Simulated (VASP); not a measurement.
Input for VASP

**KPOINTS**
```
Automatic mesh
0
Gamma
8 8 3
0 0 0
```

File POSCAR:
```
CuF
1
    2.8736292282     0.0000000000     0.0000000000
   -1.4368146141     2.4886360476     0.0000000000
   -0.0000000000     0.0000000000     6.3603815294
Cu F
2 2
Direct
  0.3333330000   0.6666670000   0.0404043307
  0.6666670000   0.3333330000   0.5404043307
  0.3333330000   0.6666670000   0.3345956693
  0.6666670000   0.3333330000   0.8345956693
```

INCAR:
```
ALGO = Normal
EDIFF = 1E-6
EDIFFG = -0.02
ENCUT = 520
GGA = PS
IBRION = 2
ISIF = 3
ISMEAR = 0
LASPH = .TRUE.
LCHARG = .FALSE.
LMAXMIX = 4
LREAL = .FALSE.
LWAVE = .FALSE.
NELM = 100
NSW = 60
PREC = Accurate
SIGMA = 0.05
SYSTEM = CuF
```

POTCAR, in this order: Cu F (PBE.64 set). Program: vasp_std.

**Question.** Write an equivalent input for Quantum ESPRESSO's pw.x.

**Answer.** One equivalent input (not run):
```
&CONTROL
  calculation = 'vc-relax'
  pseudo_dir = './pseudo'
  outdir = './out'
  tprnfor = .true.
  tstress = .true.
  nstep = 60
  forc_conv_thr = 0.00078
/
&SYSTEM
  ibrav = 0
  nat = 4
  ntyp = 2
  ecutwfc = 92
  occupations = 'smearing'
  smearing = 'gaussian'
  degauss = 0.003675
  input_dft = 'pbesol'
/
&ELECTRONS
  conv_thr = 7.3e-08
  electron_maxstep = 100
/
&IONS
/
&CELL
/
ATOMIC_SPECIES
  Cu 63.546 Cu.upf
  F 18.998 F.upf
CELL_PARAMETERS angstrom
     2.8736292    0.0000000    0.0000000
    -1.4368146    2.4886360    0.0000000
    -0.0000000    0.0000000    6.3603815
ATOMIC_POSITIONS crystal
  Cu   0.3333330  0.6666670  0.0404043
  Cu   0.6666670  0.3333330  0.5404043
  F    0.3333330  0.6666670  0.3345957
  F    0.6666670  0.3333330  0.8345957
K_POINTS automatic
  8 8 3 0 0 0
```
What does not carry over: the potentials are each code's own (VASP's PAW set, PseudoDojo norm-conserving files in pw.x), so ENCUT and ecutwfc are chosen apart and not converted; conv_thr bounds pw.x's estimated SCF error, while EDIFF bounds the energy change between steps; forc_conv_thr acts on force components and is met together with etot_conv_thr.

The structure was generated: CuF was put into the wurtzite type (P6_3mc), which need not be its known phase. This run relaxes it. Symmetry was kept, so distortions that lower it aren't found. The start is the result of an earlier pass.
